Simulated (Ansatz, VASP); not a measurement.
**Be3CdF2: VASP beside Ansatz**

```
CELL_PARAMETERS angstrom
4.25426 0.00000 0.00000
-2.12713 3.68430 0.00000
0.00000 0.00000 4.79679
ATOMIC_POSITIONS crystal
Be 0.50000 0.00000 0.50000
Be 0.50000 0.50000 0.50000
Be 0.00000 0.50000 0.50000
Cd 0.00000 0.00000 0.00000
F 0.33333 0.66667 0.00000
F 0.66667 0.33333 0.00000
```

Change from the starting cell: species swapped into the LaAl2Ag3 type (P6/mmm, No. 191).

Alike in both runs: functional PBE; k mesh 6 × 6 × 6; occupations gaussian, width 0.1 eV; no spin polarisation.

Ansatz relaxed the structure, and its values are those at the end. VASP's run is a single point on that final structure, the one shown.

|  | VASP | Ansatz |
| --- | --- | --- |
| version | VASP 6.6.1 | Ansatz 0.2.0 |
| potentials or method | VASP PAW PBE potentials, release 64 (Be, Cd, F) | scalar-relativistic, plane waves, PAW |
| plane-wave cutoff (eV) | 520 | 420 |
| valence electrons in the cell | 32 | 40 |

|  | VASP | Ansatz | Ansatz less VASP |
| --- | --- | --- | --- |
| gap on the k mesh at the Fermi level (eV) | none | none | - |
| pressure (GPa) | 0.2 | 0.0 | -0.16 |

A gap of «none» marks a metal or a gap that the smearing closes. The two sets of potentials don't hold the same shells in valence.
